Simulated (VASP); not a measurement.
Consider the following.

```yaml
crystal:
  lattice:
    - [1.88500, -3.26492, 0.00000]
    - [1.88500, 3.26492, 0.00000]
    - [0.00000, 0.00000, 12.16000]
  atoms:
    - { symbol: La, position: [0.00000, 0.00000, 0.50000] }
    - { symbol: La, position: [0.00000, 0.00000, 0.00000] }
    - { symbol: La, position: [0.33333, 0.66667, 0.25000] }
    - { symbol: La, position: [0.66667, 0.33333, 0.75000] }
```

Calculation: PBE GGA, VASP's PBE PAW potentials (set 64) (plane waves; VASP). Run with 400 eV cut-off, 9×9×3 Γ-centred mesh, second-order Methfessel-Paxton smearing of 0.30 eV, potentials La.

Task: What does the run give for the energy per atom (σ→0), band gap (on the k-mesh) with the smallest direct gap where there is one?

Result: 
```
Property                                                     Value
------------------------  ----------------------------------------
band gap (on the k-mesh)  none (metal, semimetal or under 0.01 eV)
energy per atom (σ→0)                               -4.882 eV/atom
```

The compound is La in the dhcp structure. The cell was not relaxed at this level. The run is one of a series of settings (ISMEAR = 2, SIGMA = 0.3 against the base run), some of them coarse on purpose. VASP warned that the highest band is occupied, so more bands are needed.
